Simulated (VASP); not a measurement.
All values below come from PBE GGA, VASP's PBE PAW potentials (set 64) (plane waves; VASP 6.6.1).

VASP input:

POSCAR:
```
O47Si23
1.0
  5.0055664148  -8.6698955938   0.0000000000
  5.0055664148   8.6698955938   0.0000000000
  0.0000000000   0.0000000000  10.9866506686
Si O
23 47
Cartesian
  6.1906502773  -6.6140651668   1.8653151941
  2.5613454487   0.0810673290  10.9060112752
  6.1070604587   6.6324808695   3.7444609752
  1.2266474831   2.0958054602   7.3165006563
  2.6462019029   0.0030851468   5.5132639299
  1.1893617407  -2.0555166912   9.1468964611
  8.5772272817  -2.2681698312   1.8757488493
  5.1505102719   4.3825429678   0.0537541814
  3.7163562672   2.2571551563   3.6646908148
  8.6771415959  -2.3103742726   7.2986810230
  5.1284612254   4.3031208321   5.5128352956
  3.7404155527   2.3274273607   9.1414099255
  3.2234822897  -2.4867625199   1.4022449120
  5.1838564814  -4.3708861441  10.9535678320
  3.7113926714  -6.3925699185   3.7119057769
  3.7137441219  -2.2927854005   7.3340675438
  5.2128685366  -4.2640402330   5.4611736548
  3.7147341693  -6.4120840623   9.1455963569
  6.2228363091   2.0806841158   1.8638896344
  7.6614647366   0.0065175238   0.0202341420
  6.2329052282   2.0251938189   7.3163284010
  7.6129242804  -0.0547911765   5.4426224765
  6.2022678801  -2.0416004762   9.1593801847
  1.6676061735   0.6770907129   1.1251893718
  3.6074873480   1.1004094376   4.8040606402
  2.2263280924  -2.5528984065   2.6011144789
  3.4731250516  -1.1569986030   0.5876194092
  1.6824633574  -0.6626638125   4.3639899115
  2.2581373963   2.4979816604   2.9909744364
  1.7205411346   0.6902629512   6.6580822968
  3.5787850488   1.1688554179  10.2941517385
  2.2716591030  -2.5791531886   8.0561160915
  3.5568372879  -1.1330650936   6.2124830910
  1.6476293649  -0.6101644223   9.7625106977
  2.2900381043   2.5987061787   8.4632071131
  4.1653655071   5.0403189082   1.1486717764
  6.0760058280   5.4665388062   4.8637081543
  4.7554258392   1.7941391966   2.5008378548
  6.1259333467   3.3001039046   0.7703966707
  4.2253034473   3.6446048737   4.3350184202
  4.7012170837   6.8439885577   3.0008534745
  4.1678657155   4.9520694160   6.6519007193
  6.1681716731   5.5530162767  10.4292164098
  4.7832426493   1.7863573419   8.0250578453
  6.0994319344   3.1852243157   6.1791336358
  4.2902447059   3.6957148515   9.8384415192
  4.7350810369   6.7806954917   8.4778102088
  4.1446139400  -3.7196809295   1.1114193850
  6.1313408796  -3.1249742964   4.7735933120
  4.7425406929  -6.8791581513   2.5315868807
  6.1081072538  -5.4533895458   0.7181239293
  4.2331221315  -5.0072595541   4.3670792280
  4.2338445424  -3.6569890549   6.6448089385
  6.0891663351  -3.2149897015  10.2975271277
  4.8022336892  -6.8615094881   8.0336883351
  6.1085050441  -5.4510130233   6.1679623962
  4.1935573973  -5.0189483863   9.8518773777
  4.7367315809  -1.7832916044   8.5032501841
  6.7039224946   0.7419842069   1.1012983803
  8.6120454040   1.1128443992   4.8383923854
  7.0690933280  -2.5002219901   2.3889391803
  8.6299775674  -1.0862678955   0.7229428402
  6.6435508231  -0.6017591805   4.2635463057
  7.2683504769   2.5555939498   3.0124780024
  6.7353138592   0.6317848765   6.6662032313
  8.6263735946   1.1014833594  10.2815102401
  7.2399404466  -2.5419882324   8.0178373591
  8.6020172002  -1.1534093200   6.1669567453
  6.7015488730  -0.6764138126   9.8756994105
  7.2764159385   2.5387537623   8.4620341662
```

**INCAR**
```
EDIFF = 1E-5   # SCF stop (eV)
NELMIN = 4
ISYM = 0
ISIF = 2   # forces and stress, cell fixed
ISMEAR = 0   # Gaussian
SIGMA = 0.05   # width (eV)
LCHARG = .FALSE.
ALGO = Fast   # Davidson, then RMM-DIIS
IBRION = 2
LREAL = Auto
LWAVE = .FALSE.
ENCUT = 400   # plane-wave cut-off (eV)
GGA = PE   # PBE
EDIFFG = -0.03   # ionic stop
LASPH = .TRUE.   # aspherical one-centre terms
NELM = 100
PREC = Normal
SYSTEM = O47Si23
NSW = 120   # most ionic steps
```

KPOINTS:
```
Automatic mesh
0
Gamma
1 1 1
0 0 0
```

POTCAR, in this order: Si O (PBE.64 set). Program: vasp_gam.

At this cut-off the stress carries a Pulay error, which pulls relaxed volumes low. The supercell is sampled at Γ alone, which is coarse: total energies, pressure and levels can be off, energies of defects by several tenths of an eV.

Problem. Estimate the energy per atom (σ→0).

Solution. 
```
Quantity                       Result
---------------------  --------------
energy per atom (σ→0)  -7766 meV/atom
```

**OSZICAR**
```
...
DAV:   1    -0.543661796327E+03    0.24388E-03   -0.36700E-01   448   0.152E+00    0.161E-01
RMM:   2    -0.543665757475E+03   -0.39611E-02   -0.78428E-03   448   0.205E-01    0.109E+00
RMM:   3    -0.543660330437E+03    0.54270E-02   -0.14263E-03   448   0.106E-01    0.240E-01
RMM:   4    -0.543662708648E+03   -0.23782E-02   -0.59962E-04   453   0.687E-02    0.399E-01
RMM:   5    -0.543662113413E+03    0.59523E-03   -0.19042E-04   409   0.403E-02    0.525E-02
RMM:   6    -0.543662396431E+03   -0.28302E-03   -0.97128E-05   408   0.255E-02    0.495E-02
RMM:   7    -0.543662392715E+03    0.37163E-05   -0.27517E-05   297   0.107E-02
 109 F= -.54366239E+03 E0= -.54363982E+03  d E =-.353029E-03
```

The cell is a supercell with a defect, built from SiO2 (quartz): vac_Si-vac_O. The run is not spin-polarised, so no state with unpaired spins was tried.
